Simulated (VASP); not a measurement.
IrRu under changes of volume

One of the cells (14.202 Å³/atom); the others are scaled copies at fixed shape and fractional positions:

```
Ir Ru
1.0
     2.74296    0.00000    0.00000
    -1.37148    2.37547    0.00000
     0.00000    0.00000    4.35938
Ir Ru
1 1
Direct
  0.00000 0.00000 0.50000
  0.66667 0.33333 0.00000
```

The cell comes from a database or a generator and needn't be the stable form of this composition.

* Program: VASP 6.6.1
* Functional: PBEsol
* Potentials or basis: VASP PAW PBE potentials, release 64 (Ir, Ru_pv)
* Cutoff: 520 eV
* k mesh: 11 × 11 × 6
* Occupations: fermi-dirac, width 0.05 eV
* Spin: no spin polarisation

| volume (Å³/atom) | energy over the lowest point (meV/atom) | pressure (GPa) |
| --- | --- | --- |
| 13.089 | 34.91 | 19.1 |
| 13.367 | 9.86 | 9.8 |
| 13.645 | 0.00 | 1.6 |
| 14.202 | ? | ? |
| 14.481 | 45.20 | -17.8 |
| 14.759 | 80.57 | -22.8 |

Q: What does the run at 14.202 Å³/atom give?

A: Energy over the lowest point 19.13 meV/atom; pressure -12.1 GPa.

Worked out: A Birch-Murnaghan fit of order 3 (a polynomial in V^(-2/3)) to the other rows has its minimum at 13.71 Å³/atom with B0 = V·E''(V) = 371 GPa and B' = 5.0 at fixed shape and positions, which overstates the stiffness. It gives 19.08 meV/atom at 14.202 Å³/atom, against the run's 19.13, and -dE/dV = -12.1 GPa, against -12.1.

Energies are extrapolated to zero smearing.

Caveats: the PAW data sets were made with another functional, which shifts forces and pressure a little.
